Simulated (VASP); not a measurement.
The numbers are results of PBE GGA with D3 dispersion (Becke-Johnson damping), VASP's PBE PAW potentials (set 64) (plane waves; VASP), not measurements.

VASP input:

### POSCAR
```
Pt3Ti
1
    3.9410053615     0.0000000000     0.0000000000
    0.0000000000     3.9410053615     0.0000000000
    0.0000000000     0.0000000000     3.9410053615
Ti Pt
1 3
Direct
  0.0000000000   0.0000000000   0.0000000000
  0.0000000000   0.5000000000   0.5000000000
  0.5000000000   0.0000000000   0.5000000000
  0.5000000000   0.5000000000   0.0000000000
```

### INCAR
```
SYSTEM = Pt3Ti
PREC = Accurate; ENCUT = 520; LREAL = .FALSE.
LASPH = .TRUE.
EDIFF = 1E-7; NELM = 100; ALGO = Normal
LMAXMIX = 6
ISMEAR = 1; SIGMA = 0.1
GGA = PE; IVDW = 12
ISIF = 2
LWAVE = .FALSE.; LCHARG = .FALSE.
```

### KPOINTS
```
Automatic mesh
0
Gamma
8 8 8
0 0 0
```

POTCAR, in this order: Ti_sv Pt (PBE.64 set). Program: vasp_std.

Output

### OSZICAR
```
       N       E                     dE             d eps       ncg     rms          rms(c)
DAV:   1     0.383982861331E+03    0.38398E+03   -0.21348E+04  1750   0.180E+03
DAV:   2     0.164694104247E+01   -0.38234E+03   -0.37503E+03  1894   0.450E+02
DAV:   3    -0.317801929375E+02   -0.33427E+02   -0.32252E+02  2648   0.111E+02
DAV:   4    -0.327318178052E+02   -0.95162E+00   -0.94651E+00  2051   0.200E+01
DAV:   5    -0.327631825968E+02   -0.31365E-01   -0.31326E-01  2576   0.353E+00    0.209E+01
DAV:   6    -0.310570726546E+02    0.17061E+01   -0.24282E+01  2460   0.336E+01    0.147E+01
DAV:   7    -0.304443413480E+02    0.61273E+00   -0.32509E+01  2482   0.338E+01    0.997E+00
DAV:   8    -0.297034679019E+02    0.74087E+00   -0.16259E+00  2426   0.986E+00    0.448E+00
DAV:   9    -0.295924075212E+02    0.11106E+00   -0.19227E+00  2577   0.748E+00    0.210E+00
DAV:  10    -0.295494628344E+02    0.42945E-01   -0.26901E-01  2485   0.362E+00    0.331E-01
DAV:  11    -0.295512521307E+02   -0.17893E-02   -0.44903E-03  2335   0.527E-01    0.450E-01
DAV:  12    -0.295494702556E+02    0.17819E-02   -0.14284E-02  2554   0.678E-01    0.102E-01
DAV:  13    -0.295494283763E+02    0.41879E-04   -0.21733E-04  2131   0.104E-01    0.531E-02
DAV:  14    -0.295494321989E+02   -0.38227E-05   -0.33221E-05  2255   0.441E-02    0.517E-02
DAV:  15    -0.295494115390E+02    0.20660E-04   -0.11198E-04  2576   0.667E-02    0.735E-03
DAV:  16    -0.295494120212E+02   -0.48218E-06   -0.17557E-06  2139   0.895E-03    0.525E-03
DAV:  17    -0.295494119941E+02    0.27134E-07   -0.46477E-07  1639   0.530E-03
   1 F= -.32521399E+02 E0= -.32521246E+02  d E =-.457577E-03
```

File OUTCAR:
```
------------------------ aborting loop because EDIFF is reached ----------------------------------------
 Edisp (eV)   -2.97199
  FORCE on cell =-STRESS in cart. coord.  units (eV):
  Direction    XX          YY          ZZ          XY          YZ          ZX
  --------------------------------------------------------------------------------------
  Total      -2.72662    -2.72662    -2.72662    -0.00000     0.00000    -0.00000
  in kB     -71.36976   -71.36976   -71.36976    -0.00000     0.00000    -0.00000
  external pressure =      -71.37 kB  Pullay stress =        0.00 kB
  volume of cell :       61.21
      direct lattice vectors                 reciprocal lattice vectors
     3.941005361  0.000000000  0.000000000     0.253742360  0.000000000  0.000000000
     0.000000000  3.941005361  0.000000000     0.000000000  0.253742360  0.000000000
     0.000000000  0.000000000  3.941005361     0.000000000  0.000000000  0.253742360
 POSITION                                       TOTAL-FORCE (eV/Angst)
 -----------------------------------------------------------------------------------
      0.00000      0.00000      0.00000         0.000000      0.000000      0.000000
      0.00000      1.97050      1.97050         0.000000      0.000000      0.000000
      1.97050      0.00000      1.97050         0.000000      0.000000      0.000000
      1.97050      1.97050      0.00000         0.000000      0.000000      0.000000
 -----------------------------------------------------------------------------------
    total drift:                                0.000000      0.000000     -0.000000
  FREE ENERGIE OF THE ION-ELECTRON SYSTEM (eV)
  ---------------------------------------------------
  free  energy   TOTEN  =       -32.5213987932 eV

  energy  without entropy=      -32.5209412166  energy(sigma->0) =      -32.52124627
```
(Selected blocks of OUTCAR.)

**OUTCAR**
```
 val. band max:       11.2904362705   @ k =   0.5000   0.0000   0.0000

 cond. band min:      11.3166862575   @ k =   0.3750   0.0000   0.0000


 Fermi energy:        11.3080281507

 k-point     1 :       0.0000    0.0000    0.0000
  band No.  band energies     occupation
      1     -46.9731      2.00000
      2     -23.1805      2.00000
      3     -23.1805      2.00000
      4     -23.1805      2.00000
      5       1.3736      2.00000
      6       4.1941      2.00000
      7       4.5307      2.00000
      8       4.5307      2.00000
      9       4.8380      2.00000
     10       4.8380      2.00000
     11       4.8380      2.00000
     12       7.8052      2.00000
     13       7.8052      2.00000
     14       7.8052      2.00000
     15       9.6456      2.00000
     16       9.6456      2.00000
     17      10.7368      2.00000
     18      11.2870      1.34684
     19      11.2870      1.34683
     20      11.2870      1.34683
     21      12.5840     -0.00000
     22      12.5840     -0.00000
     23      12.8731     -0.00000
     24      12.8731     -0.00000
     25      12.8731     -0.00000

 k-point     2 :       0.1250    0.0000    0.0000
  band No.  band energies     occupation
      1     -46.9729      2.00000
      2     -23.1840      2.00000
      3     -23.1811      2.00000
      4     -23.1811      2.00000
      5       1.5742      2.00000
      6       4.3187      2.00000
      7       4.5997      2.00000
      8       4.6968      2.00000
      9       4.9107      2.00000
     10       4.9592      2.00000
     11       4.9592      2.00000
     12       7.6864      2.00000
     13       7.8637      2.00000
     14       7.8637      2.00000
     15       9.4775      2.00000
     16       9.6703      2.00000
     17      10.5102      2.00000
     18      10.5102      2.00000
     19      10.5587      2.00000
     20      11.2875      1.33925
     21      11.7752     -0.00000
     22      12.4289     -0.00000
     23      12.4289     -0.00000
...
```

Unless said otherwise, spin-orbit coupling is left out, though it shifts the bands of the heavy elements here.

The compound is Pt3Ti in the L1_2 structure. This cell is one point of a volume scan, at 1.03 of the reference volume.
